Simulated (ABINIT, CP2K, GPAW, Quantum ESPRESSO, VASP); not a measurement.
**One calculation of KPt, 5 ways**

```
CELL_PARAMETERS angstrom
3.00085 0.00000 0.00000
-1.50042 2.59881 0.00000
0.00000 0.00000 5.34558
ATOMIC_POSITIONS crystal
Pt 0.66667 0.33333 0.00000
K 0.00000 0.00000 0.50000
```

The cell comes from a database or a generator and needn't be the stable form of this composition.

Alike in all runs: task single point; functional PBE; k mesh 10 × 10 × 5; occupations fermi-dirac, width 0.05 eV; no spin polarisation; no spin-orbit coupling. Pressure is positive in compression and, in plane waves, holds the error of the finite cutoff.

```tsv
program and potentials	plane-wave cutoff (eV)	notes	pressure (GPa)
ABINIT, JTH PAW PBE v2.0	435	9.5 valence electrons an atom on average	0.51
GPAW, GPAW PAW data sets (gpaw-data 1.2.1)	600	12.5 valence electrons an atom on average	0.50
Quantum ESPRESSO, SSSP 1.3 efficiency PBE	816	12.5 valence electrons an atom on average	0.09
VASP, PBE PAW files K_sv, Pt, 520 eV	520	9.5 valence electrons an atom on average	0.51
CP2K, POTENTIAL_UZH Pt GTH-PBE-q18, K GTH-PBE-q9; TZVP-MOLOPT-PBE-GTH basis	-	atomic basis; 13.5 valence electrons an atom on average	0.23
```

The pressure spans 0.09 (Quantum ESPRESSO, SSSP 1.3 efficiency PBE) to 0.51 GPa (VASP, PBE PAW files K_sv, Pt, 520 eV). Rows in atomic bases carry the error of their basis and grid, which can be large.

Differences between rows come from potentials, basis sets and numerical settings, since the functional is the same but for its coding. Runs on potential files found faulty are left out.
